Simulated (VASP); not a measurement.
# BeZn2Se3 (Cc) in VASP: relaxation of cell and atoms with PBE

Aim: the relaxation of cell and atoms of BeZn2Se3 with PBE.

All numbers are computed with VASP 6.6.1; they aren't measurements. Logs are shortened: lines on timing, memory, paths and dates and some standing lists are left out, and cuts for length are marked.

**1. The structure**

Symmetry: Cc, No. 9, monoclinic system. The conventional cell has a = 6.675 Å, b = 11.560 Å, c = 6.675 Å, α = 90.00°, β = 109.47°, γ = 90.00°. Be (site symmetry 1) has 4 Se at 2.36 Å as nearest neighbours. Zn (site symmetry 1) is surrounded by 4 Se at 2.36 Å. Around Zn (site symmetry 1) lie 4 Se at 2.36 Å. Se (site symmetry 1) has 2 Be at 2.36 Å and 2 Zn at 2.36 Å as nearest neighbours. Around Se (site symmetry 1) lie 3 Zn at 2.36 Å and 1 Be at 2.36 Å. Around Se (site symmetry 1) lie 1 Be at 2.36 Å and 3 Zn at 2.36 Å.

The cell was built by a generator and needn't be a form met in nature.

**2. Relaxation of cell and atoms, PBE**

File INCAR:

```
  PREC = Normal
  ENCUT = 520
  EDIFF = 1E-4
  ISMEAR = 0
  SIGMA = 0.15
  LREAL = Auto
  LASPH = True
  NELM = 60
  ALGO = Fast
  ISIF = 3
  LWAVE = False
  LCHARG = False
  GGA = PE
  IBRION = 2
  NSW = 24
  EDIFFG = -0.08
```

File KPOINTS:

```
regular mesh
0
Gamma
  3 3 2
```

File POSCAR:

```
BeZn2Se3
1.0
    3.3375000000     -5.7800000000      0.0000000000
    3.3375000000      5.7800000000      0.0000000000
   -2.2248659300      0.0000000000      6.2932977500
Be Zn Se
2 4 6
Direct
    0.9166700000      0.0833300000      0.0000000000
    0.0833300000      0.9166700000      0.5000000000
    0.5833300000      0.4166700000      0.0000000000
    0.2500000000      0.7500000000      0.0000000000
    0.4166700000      0.5833300000      0.5000000000
    0.7500000000      0.2500000000      0.5000000000
    0.9583300000      0.7916700000      0.1250000000
    0.2916700000      0.4583300000      0.1250000000
    0.6250000000      0.1250000000      0.1250000000
    0.4583300000      0.2916700000      0.6250000000
    0.7916700000      0.9583300000      0.6250000000
    0.1250000000      0.6250000000      0.6250000000
```

Potentials or basis: VASP PAW PBE potentials, release 64 (Be, Zn, Se).

Command:

```sh
> cat potpaw_PBE.64/Be/POTCAR potpaw_PBE.64/Zn/POTCAR potpaw_PBE.64/Se/POTCAR > POTCAR
> mpirun -np 1 vasp_std > vasp.out
```

OUTCAR:

```text
PREC = Normal
   ENCUT = 520
   EDIFF = 1E-4
   ISMEAR = 0
   LREAL = Auto
   LASPH = True
   NELM = 60
   ISIF = 3
   GGA = PE
   IBRION = 2
   NSW = 24
   EDIFFG = -0.08

 ion  position               nearest neighbor table
   1  0.917  0.083  0.000-   7 2.36   9 2.36  11 2.36   8 2.36
   2  0.083  0.917  0.500-  11 2.36  12 2.36   7 2.36  10 2.36
   3  0.583  0.417  0.000-   8 2.36   9 2.36  10 2.36   7 2.36
   4  0.250  0.750  0.000-   7 2.36   8 2.36  12 2.36   9 2.36
   5  0.417  0.583  0.500-  10 2.36  12 2.36   8 2.36  11 2.36
   6  0.750  0.250  0.500-  10 2.36  11 2.36   9 2.36  12 2.36
   7  0.958  0.792  0.125-   1 2.36   4 2.36   2 2.36   3 2.36
   8  0.292  0.458  0.125-   3 2.36   4 2.36   5 2.36   1 2.36
   9  0.625  0.125  0.125-   1 2.36   3 2.36   6 2.36   4 2.36
  10  0.458  0.292  0.625-   5 2.36   6 2.36   3 2.36   2 2.36
  11  0.792  0.958  0.625-   2 2.36   6 2.36   1 2.36   5 2.36
  12  0.125  0.625  0.625-   2 2.36   5 2.36   4 2.36   6 2.36

  LATTYP: Found a base centered monoclinic cell.
 ALAT       =     6.6750000000
 B/A-ratio  =     1.7318352060
 C/A-ratio  =     0.9999999997
 COS(beta)  =    -0.3333132480

  Lattice vectors:

 A1 = (   3.3375000000,  -5.7800000000,   0.0000000000)
 A2 = (   3.3375000000,   5.7800000000,   0.0000000000)
 A3 = (  -2.2248659300,   0.0000000000,   6.2932977500)

Analysis of symmetry for initial positions (statically):
=====================================================================
 Subroutine PRICEL returns:
 Original cell was already a primitive cell.

 Routine SETGRP: Setting up the symmetry group for a
 base centered monoclinic supercell.

 Subroutine GETGRP returns: Found  2 space group operations
 (whereof  1 operations were pure point group operations)
 out of a pool of  4 trial point group operations.

The static configuration has the point symmetry C_1 .
 The point group associated with its full space group is C_1h.

Analysis of symmetry for dynamics (positions and initial velocities):
=====================================================================
 Subroutine PRICEL returns:
 Original cell was already a primitive cell.

 Routine SETGRP: Setting up the symmetry group for a
 base centered monoclinic supercell.

 Subroutine GETGRP returns: Found  2 space group operations
 (whereof  1 operations were pure point group operations)
 out of a pool of  4 trial point group operations.

The dynamic configuration has the point symmetry C_1 .
 The point group associated with its full space group is C_1h.

 Subroutine INISYM returns: Found  2 space group operations
 (whereof  1 operations are pure point group operations),
 and found     1 'primitive' translations

[... 107 lines left out ...]
   PSTRESS=    0.0 pullay stress
   NELECT =      88.0000    total number of electrons
   NUPDOWN=      -1.0000    fix difference up-down
   EMIN   =  10.00;   EMAX   =-10.00  energy-range for DOS
   EFERMI =   0.00;   METHOD = LEGACY
   ISMEAR =     0;   SIGMA  =   0.15  broadening in eV -4-tet -1-fermi 0-gaus
   EFERMI_NEDOS =   21; number of points for ismear=-14 and -15
   IALGO  =     68    algorithm
   IMIX   =      4    mixing-type and parameters
     AMIX     =   0.40;   BMIX     =  1.00
     AMIX_MAG =   1.60;   BMIX_MAG =  1.00
  volume/ion in A,a.u.               =      20.23       136.54
  Fermi-wavevector in a.u.,A,eV,Ry     =   1.167212  2.205712 18.536373  1.362385
  Thomas-Fermi vector in A             =   2.303716
   LORBIT       =      0    0 simple, 1 ext, 2 COOP (PROOUT), +10 PAW based schemes
   GGA     = PE    functional components
   LHFCALC =     F    Hartree Fock is set to
   AEXX    =    0.0000 exact exchange contribution
   IVDW    =     0    specifies the selected vdW correction
   LEPSILON=     F    determine dielectric tensor
   LRPA    =     F    only Hartree local field effects (RPA)
 conjugate gradient relaxation of ions
 non-spin polarized calculation
 RMM-DIIS sequential band-by-band and
 Gauss-broadening in eV      SIGMA  =   0.15
  energy-cutoff  :      520.00
  volume of cell :      242.80
 maximum number of plane-waves:      6567
   NGX = 25   NGY = 25   NGZ = 25

--------------------------------------- Ionic step        1  -------------------------------------------

 number of electron      88.0000080 magnetization

 Free energy of the ion-electron system (eV)
  ---------------------------------------------------
  ext. energy  EPLUGINS =         0.00000000
  ---------------------------------------------------
  free energy    TOTEN  =       -40.57484767 eV

  energy without entropy =      -40.57484767  energy(sigma->0) =      -40.57484767

------------------------ aborting loop because EDIFF is reached ----------------------------------------

  FORCE on cell =-STRESS in cart. coord.  units (eV):
  Direction    XX          YY          ZZ          XY          YZ          ZX
  --------------------------------------------------------------------------------------
  -------------------------------------------------------------------------------------
  Total        8.5708648      8.7000396      8.4788800      0.0000000      0.0000000     -0.0315481
  in kB       56.5558897     57.4082656     55.9489169      0.0000000      0.0000000     -0.2081741
  external PRESSURE =      56.6376907 kB  Pullay stress =       0.0000000 kB
[... 119 lines left out ...]
  FREE ENERGIE OF THE ION-ELECTRON SYSTEM (eV)
  ---------------------------------------------------
  free  energy   TOTEN  =       -41.3326032943 eV

  energy  without entropy=      -41.3326032943  energy(sigma->0) =      -41.33260329

[... ionic steps 4 to 9 ...]

--------------------------------------- Ionic step       10  -------------------------------------------

 number of electron      87.9999976 magnetization

------------------------ aborting loop because EDIFF is reached ----------------------------------------
[... 87 lines left out ...]
--------------------------------------- Ionic step       12  -------------------------------------------

 number of electron      87.9999987 magnetization

 Free energy of the ion-electron system (eV)
  ---------------------------------------------------
  ext. energy  EPLUGINS =         0.00000000
  ---------------------------------------------------
  free energy    TOTEN  =       -41.64467337 eV

  energy without entropy =      -41.64467337  energy(sigma->0) =      -41.64467337

 E-fermi :   2.5828     XC(G=0):  -9.2710

 val. band max:        1.8865869747   @ k =   0.0000   0.0000   0.0000
 cond. band min:       3.8200728837   @ k =   0.0000   0.0000   0.0000
 fundamental gap:      1.9334859090
 Fermi energy:         2.5828404530

 k-point     1 :       0.0000    0.0000    0.0000
  band No.  band energies     occupation
      1     -11.3604      2.00000
      2     -10.4552      2.00000
      3     -10.2237      2.00000
      4     -10.2233      2.00000
      5     -10.2074      2.00000
      6     -10.1830      2.00000
[... 468 lines left out ...]
  FREE ENERGIE OF THE ION-ELECTRON SYSTEM (eV)
  ---------------------------------------------------
  free  energy   TOTEN  =       -41.6446733691 eV

  energy  without entropy=      -41.6446733691  energy(sigma->0) =      -41.64467337

 reached required accuracy - stopping structural energy minimisation
```

OSZICAR:

```text
N       E                     dE             d eps       ncg     rms          rms(c)
DAV:   1     0.709999396585E+03    0.71000E+03   -0.38636E+04   832   0.183E+03
DAV:   2     0.634878522527E+02   -0.64651E+03   -0.62942E+03   840   0.423E+02
DAV:   3    -0.374003928860E+02   -0.10089E+03   -0.99046E+02   928   0.155E+02
[... 91 lines left out ...]
RMM:   2    -0.416491533822E+02    0.41601E-01   -0.26957E-01   832   0.358E+00    0.642E-01
RMM:   3    -0.416457506862E+02    0.34027E-02   -0.35847E-02   832   0.889E-01    0.311E-01
RMM:   4    -0.416449237986E+02    0.82689E-03   -0.12237E-02   872   0.563E-01    0.192E-01
RMM:   5    -0.416447221560E+02    0.20164E-03   -0.28907E-03   832   0.419E-01    0.787E-02
RMM:   6    -0.416446733691E+02    0.48787E-04   -0.66235E-04   702   0.149E-01
  12 F= -.41644673E+02 E0= -.41644673E+02  d E =-.614108E-02
```

CONTCAR:

```text
BeZn2Se3
   1.00000000000000
     3.3949398199899989   -5.8979047139344241    0.0129169937953451
     3.3949398199899989    5.8979047139344241    0.0129169937953451
    -2.2387749070067526    0.0000000000000000    6.3810768128148698
  Be              Zn              Se
     2     4     6
Direct
     0.9197962753917209    0.0785743608157776    0.9999441260378658
     0.0785743608157776    0.9197962753917209    0.4999441260378656
     0.5870381660404687    0.4193409819343414    0.0011911331743847
     0.2456861927261438    0.7528889484111179    0.0007823880184983
     0.4193409819343414    0.5870381660404687    0.5011911331743846
     0.7528889484111179    0.2456861927261438    0.5007823880184983
     0.9611445187816633    0.8176138478748535    0.1432039435424863
     0.2667012365028428    0.4353118100823467    0.1147988725698965
     0.6463324444282628    0.1195712170104608    0.1150795366568684
     0.4353118100823467    0.2667012365028428    0.6147988725698965
     0.8176138478748535    0.9611445187816633    0.6432039435424863
     0.1195712170104608    0.6463324444282628    0.6150795366568684

  0.00000000E+00  0.00000000E+00  0.00000000E+00
  0.00000000E+00  0.00000000E+00  0.00000000E+00
  0.00000000E+00  0.00000000E+00  0.00000000E+00
  0.00000000E+00  0.00000000E+00  0.00000000E+00
  0.00000000E+00  0.00000000E+00  0.00000000E+00
  0.00000000E+00  0.00000000E+00  0.00000000E+00
  0.00000000E+00  0.00000000E+00  0.00000000E+00
  0.00000000E+00  0.00000000E+00  0.00000000E+00
  0.00000000E+00  0.00000000E+00  0.00000000E+00
  0.00000000E+00  0.00000000E+00  0.00000000E+00
  0.00000000E+00  0.00000000E+00  0.00000000E+00
  0.00000000E+00  0.00000000E+00  0.00000000E+00
```

Run time: 4.3 min. Hardware: 1 thread of Intel Xeon 6975P-C (Granite Rapids), shared host; peak memory 0.29 GiB.

Results:

```
Free energy                            : -41.6447 eV
Relaxed volume                         : 21.32 Å³/atom
Relaxed cell                           : a = 6.805 Å, b = 6.805 Å, c = 6.762 Å, α = 99.40°, β = 99.40°, γ = 120.15°
Space group after relaxing (to 0.05 Å) : Cc (No. 9)
Energy gained by relaxing              : 89.2 meV/atom
Ionic steps                            : 12
Pressure after relaxing                : -0.1 GPa
Largest force after relaxing           : 0.069 eV/Å
Band gap on the k mesh                 : 1.93 eV, direct
```

Forces on the atoms (eV/Å):
```
Be   0.039 -0.003  0.052
Be   0.039  0.003  0.052
Zn  -0.062 -0.022 -0.023
Zn   0.020  0.014 -0.022
Zn  -0.062  0.022 -0.023
Zn   0.020 -0.014 -0.022
Se  -0.014 -0.025  0.006
Se   0.030 -0.004 -0.008
Se  -0.013  0.004 -0.005
Se   0.030  0.004 -0.008
Se  -0.014  0.025  0.006
Se  -0.013 -0.004 -0.005
```

Stress tensor (GPa, compression positive):
```
-0.14  0.00 -0.04
 0.00 -0.06  0.00
-0.04  0.00 -0.01
```

Step by step:
| step | energy change (eV) | largest force (eV/Å) | pressure (GPa) | volume (Å³) |
| --- | --- | --- | --- | --- |
| 1 | 0.0000 | 1.8407 | 5.66 | 242.80 |
| 2 | -0.7564 | 0.7145 | -2.46 | 268.82 |
| 3 | -0.7578 | 0.7624 | -1.87 | 267.09 |
| 4 | -0.9746 | 0.4725 | -1.33 | 261.08 |
| 5 | -1.0242 | 0.3441 | 1.10 | 252.30 |
| 6 | -1.0483 | 0.2143 | 0.45 | 255.59 |
| 7 | -1.0480 | 0.2100 | 0.20 | 255.82 |
| 8 | -1.0589 | 0.1440 | 0.11 | 256.71 |
| 9 | -1.0633 | 0.0838 | -0.61 | 258.17 |
| 10 | -1.0637 | 0.0925 | -0.15 | 257.80 |
| 11 | -1.0637 | 0.0853 | -0.37 | 257.95 |
| 12 | -1.0698 | 0.0694 | -0.07 | 255.88 |

Final structure:
```yaml
crystal:
  lattice:
    - [3.39494, -5.89790, 0.01292]
    - [3.39494, 5.89790, 0.01292]
    - [-2.23877, 0.00000, 6.38108]
  atoms:
    - { symbol: Be, position: [0.91980, 0.07857, 0.99994] }
    - { symbol: Be, position: [0.07857, 0.91980, 0.49994] }
    - { symbol: Zn, position: [0.58704, 0.41934, 0.00119] }
    - { symbol: Zn, position: [0.24569, 0.75289, 0.00078] }
    - { symbol: Zn, position: [0.41934, 0.58704, 0.50119] }
    - { symbol: Zn, position: [0.75289, 0.24569, 0.50078] }
    - { symbol: Se, position: [0.96114, 0.81761, 0.14320] }
    - { symbol: Se, position: [0.26670, 0.43531, 0.11480] }
    - { symbol: Se, position: [0.64633, 0.11957, 0.11508] }
    - { symbol: Se, position: [0.43531, 0.26670, 0.61480] }
    - { symbol: Se, position: [0.81761, 0.96114, 0.64320] }
    - { symbol: Se, position: [0.11957, 0.64633, 0.61508] }
```

Levels at points of the mesh, in eV from the valence-band top:
```tsv
k point	band 40	band 41	band 42	band 43	band 44	band 45	band 46	band 47	band 48	band 49
(0.00, 0.00, 0.00)	-0.86	-0.85	-0.03	-0.01	0.00	1.93	2.72	3.73	4.03	4.97
(0.00, 0.00, 0.50)	-1.51	-0.49	-0.49	-0.45	-0.45	3.00	3.00	4.25	4.25	4.61
```

Caveat: the k mesh is coarse (spacing up to 0.50 Å⁻¹), so the values aren't converged; the relaxation stopped at a loose force limit of 0.08 eV/Å, so its end isn't a converged minimum.
